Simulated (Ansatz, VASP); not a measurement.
**One calculation of Ta2BeP4, two programs**

Contents of INCAR:

```
SYSTEM = Ta2BeP4
PREC = Accurate
ENCUT = 600
EDIFF = 1E-7
ISMEAR = 0
SIGMA = 0.1
LREAL = .FALSE.
LASPH = .TRUE.
NELM = 100
ALGO = Normal
ISIF = 3
LWAVE = .FALSE.
LCHARG = .FALSE.
GGA = PE
IBRION = 2
NSW = 100
EDIFFG = -0.01
```

Contents of KPOINTS:

```
regular mesh
0
G
  10 10 6
  0 0 0
```

File POSCAR:

```
Ta2BeP4
1.0
    3.6963273625      0.0000000000      0.0000000000
    0.0000000000      3.6963273625      0.0000000000
    0.0000000000      0.0000000000      7.4491463477
Ta Be P
2 1 4
Direct
    0.5000000000      0.5000000000      0.0000000000
    0.0000000000      0.0000000000      0.5000000000
    0.0000000000      0.0000000000      0.0000000000
    0.5000000000      0.0000000000      0.2550541534
    0.0000000000      0.5000000000      0.2550541534
    0.5000000000      0.0000000000      0.7449458466
    0.0000000000      0.5000000000      0.7449458466
```

Input for Ansatz:

```yaml
crystal:
  lattice:
    - [3.6963273625, 0.0, 0.0]
    - [0.0, 3.6963273625, 0.0]
    - [0.0, 0.0, 7.4491463477]
  atoms:
    - { symbol: Ta, position: [0.5, 0.5, 0.0] }
    - { symbol: Ta, position: [0.0, 0.0, 0.5] }
    - { symbol: Be, position: [0.0, 0.0, 0.0] }
    - { symbol: P, position: [0.5, 0.0, 0.2550541534] }
    - { symbol: P, position: [0.0, 0.5, 0.2550541534] }
    - { symbol: P, position: [0.5, 0.0, 0.7449458466] }
    - { symbol: P, position: [0.0, 0.5, 0.7449458466] }
basis:
  ecutwfc: 420
kpoints:
  mp_grid: { grid: [10, 10, 6] }
hamiltonian:
  xc: pbe
scf:
  occupations: { method: gaussian, width: 0.1 }
output:
  forces: true
  stress: true
  eigenvalues: true
relax:
  adjacent_minimum: "off"
  f_tol: 0.01
  max_steps: 80
  cell: { stress_tol: 0.05 }
```

Change from the starting cell: ordered mixture with vacancies on the cation sites of caesium chloride (P4/mmm, No. 123).

Alike in both runs: task relaxation of cell and atoms; functional PBE; k mesh 10 × 10 × 6; occupations gaussian, width 0.1 eV; no spin polarisation.

```csv
,VASP,Ansatz
version,VASP 6.6.1,Ansatz 0.2.0
potentials or method,"VASP PAW PBE potentials, release 64 (Ta_pv, Be, P)","scalar-relativistic, plane waves, PAW"
plane-wave cutoff (eV),600,420
valence electrons in the cell,44,48
```

```tsv
	VASP	Ansatz	Ansatz less VASP
gap on the k mesh at the Fermi level, each at its own relaxed structure (eV)	none	none	-
relaxed volume (Å³/atom)	14.47	14.47	-0.001
relaxed cell length with the largest relative difference (Å)	7.513	7.511	-0.0020
```

A gap of «none» marks a metal or a gap that the smearing closes. The two sets of potentials don't hold the same shells in valence.

Spin-orbit coupling is left out, which matters for the levels of Ta.
